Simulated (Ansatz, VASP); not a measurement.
**SnWS2O2 (1T-SnO2 under 2H-WS2, AA'): VASP beside Ansatz**

Aim: how closely do two programs agree when they are given the same cell, functional and k mesh? The structure shown is the start of the Ansatz relaxation below; VASP solves that cell, so the two are compared at the walk's first step.

Program: Ansatz 0.2.0. Level of theory: plane waves, with VASP 6.6.1 beside it; single point at PBEsol with D3(BJ). Results are calculated unless marked as measured.

## (1) Set-up

The cell holds 6 atoms: 2 O, 1 Sn, 2 S and 1 W. Its edges and angles: a = 3.200 Å, b = 3.200 Å, c = 47.414 Å, α = 90.0°, β = 90.0°, γ = 120.0°. Vacuum lies along c.

## (2) Ansatz: relaxation, PBEsol with D3(BJ)

Ansatz runs on its default PAW (the set named soft_2) files.

The two programs are compared at the cell with which this relaxation starts, whose forces are those of its first step.

File input.yaml:

```yaml
crystal:
  lattice:
    - [3.2, 0.0, 0.0]
    - [-1.6, 2.7712812921, 0.0]
    - [0.0, 0.0, 47.4144746147]
  atoms:
    - { symbol: O, position: [0.6666666667, 0.3333333333, 0.4133758764] }
    - { symbol: Sn, position: [0.0, 0.0, 0.4322398879] }
    - { symbol: O, position: [0.3333333333, 0.6666666667, 0.4511038993] }
    - { symbol: S, position: [0.0, 0.0, 0.5133211868] }
    - { symbol: W, position: [0.3333333333, 0.6666666667, 0.5499726552] }
    - { symbol: S, position: [0.0, 0.0, 0.5866241236] }
  periodic: [true, true, false]
kpoints:
  mp_grid: { grid: [12, 12, 1] }
hamiltonian:
  xc: pbesol
  dispersion: d3bj
scf:
  occupations: { method: fermi_dirac, width: 0.05 }
  convergence: { dr2_threshold: 1.0e-09 }
relax:
  f_tol: 0.004
  max_steps: 90
  cell: {}
output:
  write_potential: true
  write_density: true
  volumetric_format: npy
```

On the command line:

```sh
$ ansatz run input.yaml --threads 4 --pin off --max-ram 6144MiB --backend cpu --events-out ev --progress --plain --runs-dir out
```

Numbers of over 12 decimals in the logs are rounded to 6 here.

Output:

```text
Warning: relax.cell: scf.convergence.dr2_threshold = 1e-9 eV is looser than the 1.80849766588e-10 eV advised for a relaxation that steers and ends on the stress (1e-10 eV for each atom of the cell: 6, times the square of relax.cell.stress_2d_tol = 0.05 N/m over 18.2 Å (the atoms' height at the walk's start and 5 Å past either face), 2.745e-2 GPa, over a crystal's default 0.05). What an SCF threshold leaves in a stress goes as its square root, and in the free energy as the threshold itself, and one threshold admits the most on a small cell: [figures from the program's tests cut] Set scf.convergence.dr2_threshold to 1.80849766588e-10 eV or tighter. [rest of the remark cut]
Engine: ansatz 0.2.0, aarch64-unknown-linux-gnu
Pseudopotentials: kind: paw
Pseudopotential: O, paw, valence charge 6, recommended cutoff 420 eV (normal), O.paw.azcp
Pseudopotential: Sn, paw, valence charge 14, recommended cutoff 420 eV (normal), Sn.paw.azcp
Pseudopotential: S, paw, valence charge 6, recommended cutoff 420 eV (normal), S.paw.azcp
Pseudopotential: W, paw, valence charge 14, recommended cutoff 420 eV (normal), W.paw.azcp
Functional definition: PBEsol
  exchange = pbesol_x
  correlation = pbesol_c
Crystal: 6 atoms, lattice volume = 420.476 Å³
Basis set: ecut = 420 eV, 8331 PW (Γ), exchange–correlation on 48×48×640 points (8 copies of the dense FFT grid, shifted against one another)
Bands: 32, of which v1, the nominal top of the filled ones, is band 26 counted from 1 (25 counted from 0)
Symmetry: 6 space group operations
Space group: P3m1 (ITA 156), of the structure as read, at distance tolerance 7.5e-5 Å
k-points: 19 of 144 (time reversal used)
Non-local potential: O, projectors of the file, l = 0: 2, l = 1: 2, l = 2: 1
Non-local potential: Sn, projectors of the file, l = 0: 2, l = 1: 2, l = 2: 2, l = 3: 2
Non-local potential: S, projectors of the file, l = 0: 2, l = 1: 2, l = 2: 2
Non-local potential: W, projectors of the file, l = 0: 3, l = 1: 2, l = 2: 2, l = 3: 1
PAW form: soft (Blöchl's): semilocal exchange-correlation on the pseudo side does not see the compensation charge
PAW frozen core: O, regenerated for the run's functional, and the local potential with it (the file was generated under x = pbe(κ = 0.804, μ = 0.219515), c = pbe(β = 0.066725))
PAW frozen core: Sn, regenerated for the run's functional, and the local potential with it (the file was generated under x = pbe(κ = 0.804, μ = 0.219515), c = pbe(β = 0.066725))
PAW frozen core: S, regenerated for the run's functional, and the local potential with it (the file was generated under x = pbe(κ = 0.804, μ = 0.219515), c = pbe(β = 0.066725))
PAW frozen core: W, regenerated for the run's functional, and the local potential with it (the file was generated under x = pbe(κ = 0.804, μ = 0.219515), c = pbe(β = 0.066725))
PAW one-centre angular grid: O, 110 points (default); XC on 64 Gauss nodes
PAW one-centre angular grid: Sn, 590 points (default); XC on 64 Gauss nodes
PAW one-centre angular grid: S, 110 points (default); XC on 64 Gauss nodes
PAW one-centre angular grid: W, 590 points (default); XC on 64 Gauss nodes
Initial density: superposition of atomic densities (neutral atoms: chi_scale 0, normalization atom), corrected by the library's trained network
Initial wavefunctions: pseudopotential atomic-orbital guess
Functional: x = pbesol(κ = 0.804, μ = 0.123457), c = pbesol(β = 0.046)
SCF iter   1: F=—  HF=-19100.545313 eV  |F-HF|=—  |Δ(HF+E_count)|=         —  Δρ=6.02e-3  dr2=3.58e-1  ethr=1.77e-3  ⟨swp⟩=16.8  Hψ=5039  notcnv=0
preconditioner: auto → Resta (q_TF=auto, 1.926 Å⁻¹)  ε∞=1.9  [insulator: Δε(μ)=1.498 eV  Ē_g=12.922 eV  σ=0.050 eV  W_gap=1.00  n_scr=28 (ndim 8)  ℏωp=12.0 eV  f_vac=0.755  D(μ)=0.00/eV (n_scr^D=0)  ε∞_Penn≈1.9  vacuum switching on, ρ_ref=1.2e-2 e/Å³]
SCF iter   2: F=—  HF=-19100.589922 eV  |F-HF|=—  |Δ(HF+E_count)|=   4.46e-2  Δρ=5.74e-3  dr2=1.06e0  ethr=6.89e-4  ⟨swp⟩=4.2  Hψ=1504  notcnv=0  defer=19  recentre
preconditioner: auto → LDOS  [insulator: Δε(μ)=0.211 eV  Ē_g=13.565 eV  σ=0.050 eV  W_gap=0.77  n_scr=28 (ndim 8)  ℏωp=12.0 eV  f_vac=0.755  D(μ)=0.08/eV (n_scr^D=2)  ε∞_Penn≈1.8  β→1.0]
SCF iter   3: F=—  HF=-19100.511956 eV  |F-HF|=—  |Δ(HF+E_count)|=   7.80e-2  Δρ=2.54e-3  dr2=2.46e-1  ethr=6.89e-4  ⟨swp⟩=4.1  Hψ=1115  notcnv=0  defer=24
[...]
SCF iter   7: F=—  HF=-19101.370117 eV  |F-HF|=—  |Δ(HF+E_count)|=   1.10e-9  Δρ=1.34e-6  dr2=7.54e-9  ethr=3.19e-11  ⟨swp⟩=3.7  Hψ=1433  notcnv=0
SCF iter   8: F=-19101.370117 eV  HF=-19101.370117 eV  |F-HF|=4.73e-11  |Δ(HF+E_count)|=  4.22e-10  Δρ=4.17e-7  dr2=7.65e-10  ethr=1.92e-12  ⟨swp⟩=12.6  Hψ=6180  notcnv=0
SCF 9 converged in 8 iterations: F = -19101.370117 eV  dr2 = 7.65e-10
relax step   9: F+E_penalty+E_count = -19101.37011740 eV  Δ(F+E_penalty+E_count) = -1.273e-4 eV  max|allowed force component| = 1.662e-3 eV/Å  Δτ_max = 0.0014 Å  P = +0.010 N/m  Ω = 408.822 Å³  energy of the carried Pulay correction = +1.150e-4 eV  fix = [c, alpha, beta]  reactions: c +0.000 N/m  (8 SCF iters, accepted)
iter 1 solved again at ethr=1.87e-7 eV; its pass at ethr=3.10e-3 eV (dr2=9.70e-5 eV) is discarded
SCF iter   1: F=—  HF=-19101.370028 eV  |F-HF|=—  |Δ(HF+E_count)|=         —  Δρ=2.35e-6  dr2=6.38e-9  ethr=1.87e-7  ⟨swp⟩=7.5  Hψ=8616  notcnv=0
eigensolver tolerance schedule: the retry pair's looser diagonalisation over-reported the residual by 15195.37 of it (diagonalisation noise at 10.67 of the residual, at the tolerance the schedule requests for it); recorded, not acted on — ethr = c·dr2/N_el stays at c = 1.0e-1
preconditioner: auto → Resta (q_TF=auto, 1.935 Å⁻¹)  ε∞=1.8  [insulator: Δε(μ)=0.965 eV  Ē_g=13.912 eV  σ=0.050 eV  W_gap=1.00  n_scr=28 (ndim 8)  ℏωp=12.2 eV  f_vac=0.765  D(μ)=0.00/eV (n_scr^D=0)  ε∞_Penn≈1.8  vacuum switching on, ρ_ref=1.4e-2 e/Å³]
SCF iter   2: F=—  HF=-19101.369958 eV  |F-HF|=—  |Δ(HF+E_count)|=   6.99e-5  Δρ=1.45e-6  dr2=6.02e-9  ethr=1.23e-11  ⟨swp⟩=7.5  Hψ=2999  notcnv=0
SCF iter   3: F=—  HF=-19101.369958 eV  |F-HF|=—  |Δ(HF+E_count)|=  5.24e-10  Δρ=8.77e-7  dr2=1.10e-9  ethr=1.16e-11  ⟨swp⟩=2.7  Hψ=957  notcnv=0
SCF iter   4: F=—  HF=-19101.369958 eV  |F-HF|=—  |Δ(HF+E_count)|=  5.57e-10  Δρ=4.53e-7  dr2=2.39e-9  ethr=1.92e-12  ⟨swp⟩=22.1  Hψ=6328  notcnv=0
SCF iter   5: F=-19101.369958 eV  HF=-19101.369958 eV  |F-HF|=5.38e-10  |Δ(HF+E_count)|=  1.09e-11  Δρ=1.97e-7  dr2=7.25e-10  ethr=1.92e-12  ⟨swp⟩=10.9  Hψ=4895  notcnv=0
SCF 10 converged in 5 iterations: F = -19101.369958 eV  dr2 = 7.25e-10
relax step  10: F+E_penalty+E_count = -19101.36995815 eV  Δ(F+E_penalty+E_count) = +1.593e-4 eV  max|allowed force component| = 1.680e-3 eV/Å  Δτ_max = 0.0000 Å  P = +0.008 N/m  Ω = 408.822 Å³  fix = [c, alpha, beta]  reactions: c +0.000 N/m  stress off target by 8.40e-3 N/m on what of the cell is left free  SCF on the basis re-selected at this cell (its energy is not comparable with the rows above)  (5 SCF iters)
basis re-selected at this cell: Δ(F+E_penalty+E_count) = +1.593e-4 eV, ΔP = -0.002 N/m vs the last step (what re-selecting the basis moved, of the pressure what is left beyond the Pulay correction that the steps carried, after the strain that the cell walked since its last selection, with what the two solves' SCF thresholds leave and, on support functions, any second-order correction that the steps lacked; it is no m [...]
WARN: The output density's exchange-correlation potential varies sharply where the density is thin. Do not read a vacuum level from v_tot or v_xc, or from such a field of the output density. On a cell that repeats whose density bears no net charge and no dipole along the vacuum's axis use v_es (v_loc + v_h of the components); under efield.dipole_correction with no amplitude use v_es + v_field, which holds any externa [...]
SCF converged after 5 iterations
Free energy (F): -19101.369958 eV
Harris-Foulkes:  -19101.369958 eV  (|F-HF|=5.38e-10)
Internal energy: -19101.369956 eV  (E = F + TS)
E sigma→0 (E₀):  -19101.369957 eV
Entropy (-TS):   -0.000002 eV (-0.000 meV/atom)
Fermi energy:    -5.428727 eV
--- Per-component energies (eV) ---
  E_band       = -1132.802465
  E_kinetic    = 1207.014422
  E_local      = -248210.898894  (includes V_loc(G=0)·N_el)
  E_nonlocal   = 129.365726
  E_hartree    = 123508.898760
  E_xc         = -981.471790
  E_vxc        = -696.864379  (∫ρ·V_xc dr)
  E_paw        = -13984.463817  (= ΣΔE_a)
  E_vpaw       = -579.224135  (= ΣTr[D̂ρ^β])
  E_aug_tail   = 0.004726  (compensation charges beyond the density's cutoff)
  E_ewald      = 119230.819005
  E_disp       = -1.339200  (pairwise vdW)
  E_core_change = 0.701106  (= ΣΔE_core)
  E_smearing   = -0.000002  (= −TS)
  E_closure    = 0.000000  (closes the sum)
  Σ components = -19101.369958   (vs F -19101.369958, Δ=0.00e0)
--- Forces (eV/Å), atoms counted from 1 ---
  atom   1  O     -0.00000000    -0.00000000    -0.00167858
  atom   2  Sn    -0.00000000    -0.00000000     0.00034961
  atom   3  O      0.00000000     0.00000000     0.00131053
  atom   4  S     -0.00000000     0.00000000     0.00031419
  atom   5  W      0.00000000    -0.00000000     0.00004508
  atom   6  S     -0.00000000     0.00000000    -0.00033431
  max |Σ_I F_I| component: 6.53e-6 eV/Å
--- 2D stress c σ (N/m, compression-positive) ---
        0.008399       0.000000       0.000000
        0.000000       0.008399       0.000000
        0.000000       0.000000       0.000000
  P = ½ c Tr σ = 0.0084 N/m
--- Band table (eV; the first three rows and the last of 19) ---
  k-point 0: bands = [... 22 lower, -7.8339, -7.5473, -7.5473, -6.0990, -4.9665, -2.9612, -2.9612, -2.7547, ... 2 higher]
  k-point 1: bands = [... 22 lower, -8.2297, -7.7339, -7.2692, -6.0705, -4.7684, -3.0750, -2.9899, -2.8661, ... 2 higher]
  k-point 2: bands = [... 22 lower, -8.3908, -8.1666, -7.2188, -6.2860, -4.2029, -3.3591, -3.1049, -2.9864, ... 2 higher]
  k-point 18: bands = [... 22 lower, -8.5479, -8.4993, -8.2891, -5.9318, -4.0562, -2.5889, -1.7891, -1.6268, ... 2 higher]
  the weakly bound empty levels are not read free of the cell's end (no_gap_told)
--- Relaxed structure (8 steps of the walk, 8 accepted, 2 SCFs on fresh bases) ---
  F+E_penalty+E_count = -19101.36995815 eV   max|allowed force component| = 1.680e-3 eV/Å   (the final SCF, on the basis selected at the relaxed cell)
  cell:  # Å, volume = 408.8218 Å³
    - [3.155341, 0.0, 0]
    - [-1.577670, 2.732605, 0]
    - [0, 0, 47.4144746147]
  atoms:
    - { symbol: O, position: [0.666667, 0.333333, 0.414525] }
    - { symbol: Sn, position: [-5.1364016734459905e-18, -1.8503717079238428e-17, 0.436030] }
    - { symbol: O, position: [0.333333, 0.666667, 0.457553] }
    - { symbol: S, position: [-1.2273962460272624e-17, -1.8503717079239926e-17, 0.513354] }
    - { symbol: W, position: [0.333333, 0.666667, 0.546126] }
    - { symbol: S, position: [-2.6722856895055195e-17, -1.8503717079239926e-17, 0.579050] }
```

Reading the cycles: dr2 is the Hartree energy of the density residual (eV), the measure of convergence; HF is the Harris–Foulkes estimate of the energy, which meets the free energy F at convergence.

(Part 1 of 2 ends here.)

[Lines on the potential files, build, host, timing and source positions are cut from VASP's logs without a mark.]

[Logs are printed without paths, hosts, clocks, repeated set-up lines and the standing remarks that a program may print on its own settings, such as how far it seeks lower states.]

[Hosts, paths, dates, database ids (printed as entryN), source tags and the programs' standing remarks are cut or masked in the printed files.]
